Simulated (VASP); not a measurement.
Here is the system:

TiC is taken in the cubic space group Fm-3m (No. 225), the rock salt structure, Pearson symbol cF8. Lattice parameters: a = 4.304 Å, b = 4.304 Å, c = 4.304 Å, α = 90.00°, β = 90.00°, γ = 90.00°. Ti on 4a sees 6 C at 2.152 Å and 12 Ti at 3.044 Å. C on 4b has 6 Ti at 2.152 Å (octahedral). (Neighbours: up to the widest gap in distance over summed covalent radii, below 1.35, at either atom; cation-cation and far metal-metal contacts left out.)
(The calculation used a cell of 2 atoms; values per cell refer to that cell.)

All values below come from PBE GGA with D3 dispersion (zero damping), VASP's PBE PAW potentials (set 64) (plane waves; VASP). Settings: 520 eV cut-off, 15×15×15 Γ-centred mesh, first-order Methfessel-Paxton smearing of 0.10 eV, potentials Ti_sv C.

Question: Give the energy at these volumes per atom, relative to the lowest: 9.37, 9.67, 9.97, 10.27, 10.57 Å³.

Answer: 32.4, 7.7, 0.0, 7.0, 26.5 meV/atom. A third-order Birch-Murnaghan fit gives B0 = 261 GPa and B0′ = 3.9.

Measured: a 4.330 Å (computed value off by -0.6 %), as given by Guo-Xu Zhang et al., New Journal of Physics (2018), doi:10.1088/1367-2630/aac7f0. The calculation is for a static lattice, while the measured a holds thermal and zero-point effects, which are part of the difference.

The compound is TiC in the rock salt structure. It was relaxed first.
